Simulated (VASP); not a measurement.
**How SCF solver and precision settings change a VASP run on InPd**

A convergence test on InPd: the SCF solver and precision settings. The series runs use PBE. The SCF solver tried: ALGO = Normal; ALGO = Fast; ALGO = VeryFast; ALGO = All; ALGO = Damped; AMIX = 0.1, BMIX = 0.01; AMIX = 0.8; IMIX = 1, AMIX = 0.2. The precision settings tried: PREC = Low; PREC = Medium; PREC = Normal; PREC = Single; PREC = Accurate; LREAL = Auto; ADDGRID = .TRUE.; LASPH = .FALSE.. The start is a computed cell from the Materials Project.

Method: PBE; plane waves and PAW (In_d, Pd), in VASP 6.6.1.

### 1. Starting point

It takes space group Pm-3m (No. 221, cubic). The conventional cell has a = 3.272 Å, b = 3.272 Å, c = 3.272 Å, α = 90.00°, β = 90.00°, γ = 90.00°. Nearest to In lie 8 Pd at 2.83 Å. Nearest to Pd lie 8 In at 2.83 Å. Farther neighbours are not listed.

Structure file:

```cif
data_structure
_symmetry_space_group_name_H-M 'P 1'
_symmetry_Int_Tables_number 1
_cell_length_a 3.2719
_cell_length_b 3.2719
_cell_length_c 3.2719
_cell_angle_alpha 90.000
_cell_angle_beta 90.000
_cell_angle_gamma 90.000
_cell_volume 35.03
loop_
_atom_site_label
_atom_site_type_symbol
_atom_site_fract_x
_atom_site_fract_y
_atom_site_fract_z
_atom_site_occupancy
In1 In 0.00000 0.00000 0.00000 1
Pd2 Pd 0.50000 0.50000 0.50000 1
```

### 2. SCF solver: ALGO = Normal

All solvers should reach one answer; they differ in cycles and robustness. PBE, the usual starting point, adds the gradient of the density.

The input, INCAR:

```
SYSTEM = InPd
PREC = Accurate
ENCUT = 400
EDIFF = 1E-06
NELM = 100
ISMEAR = -1
SIGMA = 0.05
LREAL = .FALSE.
ALGO = Normal
GGA = PE
NBANDS = 17
LASPH = .TRUE.
LORBIT = 11
LWAVE = .FALSE.
LCHARG = .FALSE.
KPAR = 2
ISIF = 2
```

The input, POSCAR:

```
InPd
1.0
    3.2718847800      0.0000000000      0.0000000000
    0.0000000000      3.2718847800      0.0000000000
    0.0000000000      0.0000000000      3.2718847800
In Pd
1 1
Direct
    0.0000000000      0.0000000000      0.0000000000
    0.5000000000      0.5000000000      0.5000000000
```

The input, KPOINTS:

```
Automatic mesh
0
Gamma
6 6 6
0 0 0
```

PAW data sets: In_d and Pd (PBE family, release 64).

On the command line:

```console
> mpirun -np 2 vasp_std
```

The log of the run:

```text
[banner, memory and clock lines left out]
running    2 mpi-ranks, on    1 nodes
 distrk:  each k-point on    1 cores,    2 groups
 distr:  one band on    1 cores,    1 groups

 POSCAR found type information on POSCAR InPd
 POSCAR found :  2 types and       2 ions
 LDA part: xc-table for (Slater+PW92), standard interpolation
 POSCAR, INCAR and KPOINTS ok, starting setup
 FFT: planning ... GRIDC
 FFT: planning ... GRID_SOFT
 FFT: planning ... GRID
 WAVECAR not read
 entering main loop
       N       E                     dE             d eps       ncg     rms          rms(c)
DAV:   1     0.147650630084E+03    0.14765E+03   -0.95924E+03   704   0.146E+03
DAV:   2    -0.141794644421E+01   -0.14907E+03   -0.14430E+03   698   0.341E+02
DAV:   3    -0.875921860626E+01   -0.73413E+01   -0.72951E+01   768   0.845E+01
DAV:   4    -0.891382882969E+01   -0.15461E+00   -0.15454E+00   861   0.107E+01
DAV:   5    -0.891947352284E+01   -0.56447E-02   -0.56445E-02   935   0.194E+00    0.646E+00
DAV:   6    -0.874964045369E+01    0.16983E+00   -0.41186E-01   773   0.873E+00    0.308E+00
DAV:   7    -0.871629959122E+01    0.33341E-01   -0.62032E-02   878   0.462E+00    0.145E+00
DAV:   8    -0.870891589030E+01    0.73837E-02   -0.21792E-02   767   0.137E+00    0.374E-01
DAV:   9    -0.870819735419E+01    0.71854E-03   -0.17973E-03   878   0.701E-01    0.645E-02
DAV:  10    -0.870820043730E+01   -0.30831E-05   -0.40783E-05   925   0.936E-02    0.240E-02
DAV:  11    -0.870820187074E+01   -0.14334E-05   -0.39129E-06   726   0.193E-02    0.436E-03
DAV:  12    -0.870820230810E+01   -0.43737E-06   -0.33360E-07   425   0.577E-03
   1 F= -.87082023E+01 E0= -.87051455E+01  d E =-.611352E-02
```

Wall time 3.4 s (2 MPI ranks of Intel Xeon 6975P-C (Granite Rapids), shared host); peak memory 0.24 GiB; 5.2 s of CPU time.

Lines that name or quote the potential files are left out of all logs, and their timing lines are given in words.

Parts of OUTCAR (step 2):

```text
ion  position               nearest neighbor table
   1  0.000  0.000  0.000-   2 2.83   2 2.83   2 2.83   2 2.83   2 2.83   2 2.83   2 2.83   2 2.83

  LATTYP: Found a simple cubic cell.
 ALAT       =     3.2718847800

 Subroutine GETGRP returns: Found 48 space group operations
 (whereof 48 operations were pure point group operations)

The static configuration has the point symmetry O_h .

 Found     20 irreducible k-points:

   k-points           NKPTS =     20   k-points in BZ     NKDIM =     20   number of bands    NBANDS=     17

   dimension x,y,z NGX =    24 NGY =   24 NGZ =   24
   dimension x,y,z NGXF=    48 NGYF=   48 NGZF=   48

   ENCUT  =  400.0 eV  29.40 Ry    5.42 a.u.   5.34  5.34  5.34*2*pi/ulx,y,z

   NELECT =      23.0000    total number of electrons

 k-points in reciprocal lattice and weights: Automatic mesh
   0.00000000  0.00000000  0.00000000       0.005
   0.16666667  0.00000000  0.00000000       0.028
   0.33333333  0.00000000  0.00000000       0.028
   0.50000000  0.00000000  0.00000000       0.014
   0.16666667  0.16666667  0.00000000       0.056
   0.33333333  0.16666667  0.00000000       0.111
   0.50000000  0.16666667  0.00000000       0.056
   0.33333333  0.33333333  0.00000000       0.056
   0.50000000  0.33333333  0.00000000       0.056
[...]
0.50000000  0.50000000  0.33333333       0.028
   0.50000000  0.50000000  0.50000000       0.005

 average (electrostatic) potential at core
       1 -90.9116       2 -70.2838

 E-fermi :  10.5238

 k-point     1 :       0.0000    0.0000    0.0000
  band No.  band energies     occupation
    ...
      7       6.6479      2.00000
      8       6.6479      2.00000
      9       8.1871      2.00000
     10       8.1871      2.00000
     11       8.1871      2.00000
     12      14.7189      0.00000
     13      14.7189      0.00000
     14      14.7189      0.00000
     15      19.9271      0.00000
     16      21.0709      0.00000
    ...

 k-point     2 :       0.1667    0.0000    0.0000
  band No.  band energies     occupation
    ...
      7       6.6518      2.00000
      8       6.6931      2.00000
      9       7.8949      2.00000
     10       7.8949      2.00000
     11       8.1681      2.00000
     12      12.4310      0.00000
     13      15.5628      0.00000
     14      15.5628      0.00000
     15      20.4087      0.00000
     16      20.9192      0.00000
    ...

 k-point     3 :       0.3333    0.0000    0.0000
  band No.  band energies     occupation
    ...
      8       6.6598      2.00000
      9       7.4133      2.00000
     10       7.4133      2.00000
     11       8.1309      2.00000
     12       9.9227      1.99999
     13      17.6799      0.00000
     14      17.6799      0.00000
     15      20.5779      0.00000
     16      20.6777      0.00000
     17      23.9562      0.00000

  Total        0.8227116      0.8227116      0.8227116     -0.0000000     -0.0000000     -0.0000000
  in kB       37.6325987     37.6325987     37.6325987     -0.0000000     -0.0000000     -0.0000000
  external PRESSURE =      37.6325987 kB  Pullay stress =       0.0000000 kB

  energy-cutoff  :      400.00
  volume of cell :       35.03
      direct lattice vectors                 reciprocal lattice vectors
     3.271884780  0.000000000  0.000000000     0.305634234  0.000000000  0.000000000
     0.000000000  3.271884780  0.000000000     0.000000000  0.305634234  0.000000000
     0.000000000  0.000000000  3.271884780     0.000000000  0.000000000  0.305634234

 POSITION                                       TOTAL-FORCE (eV/Angst)
 -----------------------------------------------------------------------------------
      0.00000      0.00000      0.00000         0.000000      0.000000      0.000000
      1.63594      1.63594      1.63594         0.000000      0.000000      0.000000
 -----------------------------------------------------------------------------------
    total drift:                                0.000000      0.000000     -0.000000

  FREE ENERGIE OF THE ION-ELECTRON SYSTEM (eV)
  ---------------------------------------------------
  free  energy   TOTEN  =        -8.7082023081 eV

  energy  without entropy=       -8.7020887853  energy(sigma->0) =       -8.70514555

 total charge
# of ion       s       p       d       tot
------------------------------------------
    1        0.815   0.738   9.898  11.450
    2        0.421   0.421   8.645   9.487
--------------------------------------------------
tot          1.236   1.159  18.543  20.937

[... 3 further parts left out ...]
```

This run has no spin polarisation. Its electron count is odd, so without a moment it is a metal by construction. The k-mesh is coarse for a metal.

Numbers from this step:

| Quantity | Value |
| --- | --- |
| SCF cycles | 12 |
| electrons | 23 |
| bands | 17 |
| irreducible k-points | 20 |
| symmetry operations | 48 |
| free energy (TOTEN) | -8.708 eV |
| energy at zero smearing | -8.705 eV |
| Fermi energy | 10.52 eV |
| pressure | 3.763 GPa |
| metallic | yes |

The series starts at -4.3526 eV an atom and 3.76 GPa, after 12 cycles in 3.4 s.

### 3. SCF solver: ALGO = Fast

Changes to INCAR since step 2:

```diff
@@ -8,3 +8,3 @@
 LREAL = .FALSE.
-ALGO = Normal
+ALGO = Fast
 GGA = PE
```

POSCAR is that of step 2.

KPOINTS is that of step 2.

On the command line:

```console
> mpirun -np 2 vasp_std
```

The log of the run:

```text
[... set-up lines as in an earlier step ...]
 entering main loop
       N       E                     dE             d eps       ncg     rms          rms(c)
[... 5 cycles as in an earlier step ...]
RMM:   6    -0.874908617482E+01    0.17039E+00   -0.30849E-01   759   0.635E+00    0.325E+00
RMM:   7    -0.871506732375E+01    0.34019E-01   -0.53828E-02   804   0.250E+00    0.137E+00
RMM:   8    -0.870865231617E+01    0.64150E-02   -0.17631E-02   834   0.128E+00    0.351E-01
RMM:   9    -0.870811611522E+01    0.53620E-03   -0.36519E-03   916   0.104E+00    0.111E-01
[...]
RMM:  17    -0.870820462205E+01    0.65548E-05   -0.89024E-06   799   0.413E-02    0.476E-02
RMM:  18    -0.870820224573E+01    0.23763E-05   -0.11724E-05   811   0.427E-02    0.115E-03
RMM:  19    -0.870820208336E+01    0.16237E-06   -0.55354E-07   405   0.778E-03
   1 F= -.87082021E+01 E0= -.87051452E+01  d E =-.611385E-02
```

Wall time 5.4 s (2 MPI ranks); peak memory 0.24 GiB; 8.5 s of CPU time.

From OUTCAR (step 3):

```text
  Total        0.8253701      0.8253701      0.8253701     -0.0000000     -0.0000000      0.0000000
  in kB       37.7542054     37.7542054     37.7542054     -0.0000000     -0.0000000      0.0000000
  external PRESSURE =      37.7542054 kB  Pullay stress =       0.0000000 kB

  FREE ENERGIE OF THE ION-ELECTRON SYSTEM (eV)
  ---------------------------------------------------
  free  energy   TOTEN  =        -8.7082020834 eV

  energy  without entropy=       -8.7020882287  energy(sigma->0) =       -8.70514516

[... 3 parts as in an earlier step ...]

[... 1 further part left out ...]
[key lines of the parts left out:]
E-fermi :  10.5238
```

Against the first of the series the energy stays within 0.01 meV an atom; the pressure moves by +0.01 GPa, after 19 cycles in 5.4 s.

### 4. SCF solver: ALGO = VeryFast

Changes to INCAR since step 3:

```diff
@@ -8,3 +8,3 @@
 LREAL = .FALSE.
-ALGO = Fast
+ALGO = VeryFast
 GGA = PE
```

POSCAR is that of step 3.

KPOINTS is that of step 3.

On the command line:

```console
> mpirun -np 2 vasp_std
```

The log of the run:

```text
[... set-up lines as in an earlier step ...]
 entering main loop
       N       E                     dE             d eps       ncg     rms          rms(c)
RMM:   1     0.846479879999E+02    0.84648E+02   -0.82514E+03   340   0.135E+03
RMM:   2     0.799805555012E+01   -0.76650E+02   -0.19000E+03   340   0.295E+02
RMM:   3    -0.153420339617E+01   -0.95323E+01   -0.23923E+02   340   0.125E+02
RMM:   4    -0.900845171907E+01   -0.74742E+01   -0.81138E+01   340   0.885E+01
[...]
RMM:  19    -0.870820396529E+01   -0.15539E-04   -0.14122E-04  1101   0.112E-01    0.200E-02
RMM:  20    -0.870820194170E+01    0.20236E-05   -0.23386E-05   866   0.526E-02    0.180E-02
RMM:  21    -0.870820234743E+01   -0.40573E-06   -0.97413E-06   868   0.288E-02
   1 F= -.87082023E+01 E0= -.87051448E+01  d E =-.611504E-02
```

Elapsed: 4.2 s, on 2 MPI ranks; peak memory 0.23 GiB.

OUTCAR, selected parts (step 4):

```text
  Total        0.8149883      0.8149883      0.8149883     -0.0000000      0.0000000     -0.0000000
  in kB       37.2793190     37.2793190     37.2793190     -0.0000000      0.0000000     -0.0000000
  external PRESSURE =      37.2793190 kB  Pullay stress =       0.0000000 kB

  FREE ENERGIE OF THE ION-ELECTRON SYSTEM (eV)
  ---------------------------------------------------
  free  energy   TOTEN  =        -8.7082023474 eV

  energy  without entropy=       -8.7020873097  energy(sigma->0) =       -8.70514483

[... 3 parts as in an earlier step ...]

[... 1 further part left out ...]
[key lines of the parts left out:]
E-fermi :  10.5237
```

Against the first of the series the energy stays within 0.01 meV an atom; the pressure moves by -0.04 GPa, after 21 cycles in 4.2 s.

### 5. SCF solver: ALGO = All

Changes to INCAR since step 4:

```diff
@@ -8,3 +8,3 @@
 LREAL = .FALSE.
-ALGO = VeryFast
+ALGO = All
 GGA = PE
```

POSCAR is that of step 4.

KPOINTS is that of step 4.

On the command line:

```console
> mpirun -np 2 vasp_std
```

The log of the run:

```text
[... set-up lines as in an earlier step ...]
 entering main loop
       N       E                     dE             d eps       ncg     rms           ort
DAV:   1     0.147650630084E+03    0.14765E+03   -0.10189E+04   340   0.170E+03
DAV:   2    -0.141794644421E+01   -0.14907E+03   -0.14430E+03   340   0.341E+02
DAV:   3    -0.875921860626E+01   -0.73413E+01   -0.72951E+01   340   0.845E+01
DAV:   4    -0.891382882969E+01   -0.15461E+00   -0.15454E+00   340   0.107E+01
DAV:   5    -0.891947352284E+01   -0.56447E-02   -0.56445E-02   340   0.194E+00
SDA:   6    -0.851757483618E+01    0.40190E+00   -0.56445E-02   340   0.111E+01   0.000E+00
 gam= 0.000 g(H,U,f)=  0.865E+00 0.244E+00 0.435E-02 ort(H,U,f) = 0.000E+00 0.000E+00 0.000E+00
 gam= 0.000 trial= 0.400  step=  0.2833 mean=  0.4000
CGA:   7    -0.867514904036E+01   -0.15757E+00   -0.15779E+00   340   0.100E+00  -0.118E-02
 gam= 0.090 g(H,U,f)=  0.719E-01 0.275E-01 0.600E-03 ort(H,U,f) =-0.803E-01 0.781E-01 0.982E-03
 gam= 0.090 trial= 0.388  step=  0.4069 mean=  0.3883
[...]
gam= 0.229 trial= 0.435  step=  0.5326 mean=  0.4347
CGA:  12    -0.870817992250E+01   -0.15952E-03   -0.15955E-03   340   0.506E-04  -0.680E-06
 gam= 0.086 g(H,U,f)=  0.488E-04 0.173E-05 0.115E-06 ort(H,U,f) =-0.160E-04 0.146E-04 0.753E-06
 gam= 0.086 trial= 0.444  step=  0.6084 mean=  0.4445
CGA:  13    -0.870819451186E+01   -0.14589E-04   -0.15375E-04   340   0.297E-04  -0.957E-05
 gam= 0.586 g(H,U,f)=  0.279E-04 0.169E-05 0.404E-07 ort(H,U,f) =-0.879E-05-0.854E-06 0.765E-07
 gam= 0.586 trial= 0.461  step=  0.4393 mean=  0.4609
CGA:  14    -0.870819975808E+01   -0.52462E-05   -0.52851E-05   340   0.667E-05   0.360E-05
 gam= 0.225 g(H,U,f)=  0.541E-05 0.123E-05 0.315E-07 ort(H,U,f) = 0.256E-05 0.968E-06 0.714E-07
 gam= 0.225 trial= 0.459  step=  0.2870 mean=  0.4587
SDA:  15    -0.870820064817E+01   -0.89009E-06   -0.10734E-05   340   0.194E-05   0.214E-05
 gam= 0.000 g(H,U,f)=  0.177E-05 0.162E-06 0.467E-08 ort(H,U,f) = 0.159E-05 0.526E-06 0.185E-07
 gam= 0.000 trial= 0.442  step=  1.2762 mean=  0.4415
SDA:  16    -0.870820142143E+01   -0.77326E-06   -0.12364E-05   340   0.422E-05  -0.111E-05
 gam= 0.000 g(H,U,f)=  0.368E-05 0.519E-06 0.197E-07 ort(H,U,f) =-0.953E-06-0.148E-06-0.799E-08
 gam= 0.000 trial= 0.525  step=  0.2836 mean=  0.5250
 final diagonalization occupied
   1 F= -.87082014E+01 E0= -.87051444E+01  d E =-.611410E-02
```

The job ended after 4.6 s (2 MPI ranks; peak memory 0.24 GiB; 7.3 s of CPU time).

OUTCAR, selected parts (step 5):

```text
  Total        0.8328471      0.8328471      0.8328471      0.0000000     -0.0000000     -0.0000000
  in kB       38.0962187     38.0962187     38.0962187      0.0000000     -0.0000000     -0.0000000
  external PRESSURE =      38.0962187 kB  Pullay stress =       0.0000000 kB

  FREE ENERGIE OF THE ION-ELECTRON SYSTEM (eV)
  ---------------------------------------------------
  free  energy   TOTEN  =        -8.7082014214 eV

  energy  without entropy=       -8.7020873245  energy(sigma->0) =       -8.70514437

[... 3 parts as in an earlier step ...]

[... 1 further part left out ...]
[key lines of the parts left out:]
E-fermi :  10.5237
```

Against the first of the series the energy stays within 0.01 meV an atom; the pressure moves by +0.05 GPa, after 16 cycles in 4.6 s.

### 6. SCF solver: ALGO = Damped

Changes to INCAR since step 5:

```diff
@@ -8,3 +8,3 @@
 LREAL = .FALSE.
-ALGO = All
+ALGO = Damped
 GGA = PE
```

POSCAR is that of step 5.

KPOINTS is that of step 5.

On the command line:

```console
> mpirun -np 2 vasp_std
```

The log of the run:

```text
[... set-up lines as in an earlier step ...]
 entering main loop
       N       E                     dE             d eps       ncg     rms           ort
DAV:   1     0.224146974348E+03    0.22415E+03   -0.93653E+03   340   0.170E+03
DAV:   2     0.544835421719E+02   -0.16966E+03   -0.16396E+03   340   0.402E+02
DAV:   3     0.297189899422E+01   -0.51512E+02   -0.50232E+02   340   0.201E+02
DAV:   4    -0.615042378839E+01   -0.91223E+01   -0.90506E+01   340   0.947E+01
[...]
DMP:  21    -0.870819848389E+01   -0.32249E-05   -0.21652E-05   340   0.303E-05   0.623E-05
DMP:  22    -0.870820019105E+01   -0.17072E-05   -0.12347E-05   340   0.179E-05   0.339E-05
DMP:  23    -0.870820111631E+01   -0.92526E-06   -0.65551E-06   340   0.885E-06   0.197E-05
 final diagonalization occupied
   1 F= -.87082011E+01 E0= -.87051443E+01  d E =-.611369E-02
```

The job ended after 4.6 s (2 MPI ranks; peak memory 0.25 GiB).

Parts of OUTCAR (step 6):

```text
  Total        0.8289843      0.8289843      0.8289843      0.0000000      0.0000000     -0.0000000
  in kB       37.9195265     37.9195265     37.9195265      0.0000000      0.0000000     -0.0000000
  external PRESSURE =      37.9195265 kB  Pullay stress =       0.0000000 kB

  FREE ENERGIE OF THE ION-ELECTRON SYSTEM (eV)
  ---------------------------------------------------
  free  energy   TOTEN  =        -8.7082011163 eV

  energy  without entropy=       -8.7020874290  energy(sigma->0) =       -8.70514427

[... 3 parts as in an earlier step ...]

[... 1 further part left out ...]
[key lines of the parts left out:]
E-fermi :  10.5238
```

Against the first of the series the energy stays within 0.01 meV an atom; the pressure moves by +0.03 GPa, after 23 cycles in 4.6 s.

### 7. SCF solver: AMIX = 0.1, BMIX = 0.01

Changes to INCAR since step 6:

```diff
@@ -8,3 +8,3 @@
 LREAL = .FALSE.
-ALGO = Damped
+ALGO = Normal
 GGA = PE
@@ -17 +17,3 @@
 ISIF = 2
+AMIX = 0.1
+BMIX = 0.01
```

POSCAR is that of step 6.

KPOINTS is that of step 6.

On the command line:

```console
> mpirun -np 2 vasp_std
```

The log of the run:

```text
[... set-up lines as in an earlier step ...]
 entering main loop
       N       E                     dE             d eps       ncg     rms          rms(c)
[... 5 cycles as in an earlier step ...]
DAV:   6    -0.884797590395E+01    0.71498E-01   -0.34051E-02   837   0.251E+00    0.550E+00
DAV:   7    -0.872587546658E+01    0.12210E+00   -0.37673E-01   789   0.923E+00    0.229E+00
DAV:   8    -0.871334015861E+01    0.12535E-01   -0.38771E-02   868   0.359E+00    0.898E-01
DAV:   9    -0.870987151391E+01    0.34686E-02   -0.65710E-03   889   0.129E+00    0.659E-01
DAV:  10    -0.870822413818E+01    0.16474E-02   -0.44410E-03   868   0.133E+00    0.216E-01
DAV:  11    -0.870820592352E+01    0.18215E-04   -0.13244E-04   986   0.141E-01    0.101E-01
DAV:  12    -0.870819803678E+01    0.78867E-05   -0.58123E-06   815   0.306E-02    0.874E-02
DAV:  13    -0.870820296772E+01   -0.49309E-05   -0.16714E-05   697   0.358E-02    0.145E-02
DAV:  14    -0.870820288843E+01    0.79297E-07   -0.37050E-07   449   0.540E-03
   1 F= -.87082029E+01 E0= -.87051463E+01  d E =-.611309E-02
```

It took 3.2 s on 2 MPI ranks; peak memory 0.25 GiB; 4.9 s of CPU time.

From OUTCAR (step 7):

```text
  Total        0.8207768      0.8207768      0.8207768      0.0000000     -0.0000000      0.0000000
  in kB       37.5440946     37.5440946     37.5440946      0.0000000     -0.0000000      0.0000000
  external PRESSURE =      37.5440946 kB  Pullay stress =       0.0000000 kB

  FREE ENERGIE OF THE ION-ELECTRON SYSTEM (eV)
  ---------------------------------------------------
  free  energy   TOTEN  =        -8.7082028884 eV

  energy  without entropy=       -8.7020897993  energy(sigma->0) =       -8.70514634

[... 3 parts as in an earlier step ...]

[... 1 further part left out ...]
[key lines of the parts left out:]
E-fermi :  10.5238
```

Against the first of the series the energy stays within 0.01 meV an atom; the pressure moves by -0.01 GPa, after 14 cycles in 3.2 s.

[end of part 1 of 3]

[Lines on the potential files, build, host, timing and source positions are cut from VASP's logs without a mark.]

[Logs are printed without paths, hosts, clocks, repeated set-up lines and the standing remarks that a program may print on its own settings, such as how far it seeks lower states.]

[Hosts, paths, dates, database ids (printed as entryN), source tags and the programs' standing remarks are cut or masked in the printed files.]

[A measured line is paired with the nearest computed mode of its activity, which favours agreement.]
